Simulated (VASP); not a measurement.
Given:

```yaml
crystal:
  lattice:
    - [3.59487, 0.00000, 0.00000]
    - [0.00000, 3.59487, 0.00000]
    - [0.00000, 0.00000, 3.94151]
  atoms:
    - { symbol: Lu, position: [0.00000, 0.00000, 0.00000] }
    - { symbol: Tl, position: [0.50000, 0.50000, 0.50000] }
```

The numbers are results of PBE GGA, VASP's PBE PAW potentials (set 64) (plane waves; VASP 6.6.1), not measurements. Run with 400 eV cut-off, 8×8×7 Γ-centred mesh, first-order Methfessel-Paxton smearing of 0.10 eV, potentials Lu_3 Tl_d.

Task: Give the stress tensor in GPa (positive for a compressed cell).

Result: 
```
1.47  0.00  0.00
0.00  1.47  0.00
0.00  0.00  2.28
```
The pressure is its mean diagonal, 1.74 GPa.

The structure comes from a computed database's LuTl entry (P4/mmm); how it stands against other phases isn't given here. The cell was not relaxed at this level.
